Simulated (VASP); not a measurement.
Al2SiF2:

```
Al Si F
1.0
     4.35746    0.00000    0.00000
    -2.17873    3.77367    0.00000
     0.00000    0.00000    4.98076
Al Si F
2 1 2
Direct
  0.33333 0.66667 0.50000
  0.66667 0.33333 0.50000
  0.00000 0.00000 0.50000
  0.00000 0.00000 0.80203
  0.00000 0.00000 0.19797
```

The cell was built by a generator and needn't be a form met in nature.

* Program: VASP 6.6.1
* Task: relaxation of cell and atoms
* Functional: PBE
* Potentials or basis: VASP PAW PBE potentials, release 64 (Al, Si, F)
* Cutoff: 520 eV
* k mesh: 4 × 4 × 3
* Occupations: gaussian, width 0.15 eV
* Spin: no spin polarisation

At the start: pressure 32.2 GPa; volume 16.38 Å³/atom.

**Question.** How do energy, volume and symmetry change on relaxing?

**Answer.** Over 12 steps the energy falls by 495.1 meV/atom and the volume is 21.55 Å³/atom (+31.5 %); space group P6/mmm (No. 191, to 0.05 Å).

The path:
```tsv
step	energy change (eV)	largest force (eV/Å)	pressure (GPa)	volume (Å³)
1	0.0000	5.0507	32.16	81.90
2	0.8866	4.7466	-10.74	126.17
3	-1.6543	4.4407	3.71	97.52
4	-1.6765	4.2362	4.59	96.42
5	-1.6873	3.9754	6.04	95.11
6	-2.3917	1.2294	-2.65	109.78
7	-2.3920	1.2077	-2.85	110.03
8	-2.4326	0.6897	2.54	105.01
9	-2.4663	0.1584	0.12	106.95
10	-2.4663	0.1358	0.29	106.89
11	-2.4716	0.1059	0.29	107.14
12	-2.4753	0.0234	0.26	107.73
```

Final structure:
```
Al Si F
1.0
     4.59136    0.00000    0.00000
    -2.29568    3.97624    0.00000
     0.00000    0.00000    5.90107
Al Si F
2 1 2
Cartesian
  0.0000 2.6508 2.9505
  2.2957 1.3254 2.9505
  -2.2957 3.9762 2.9505
  2.2957 3.9762 4.6604
  0.0000 0.0000 1.2407
```

Caveat: the k mesh is coarse (spacing up to 0.42 Å⁻¹), so the values aren't converged; the volume moved by over 15 % at a fixed basis, so the end points are rough.
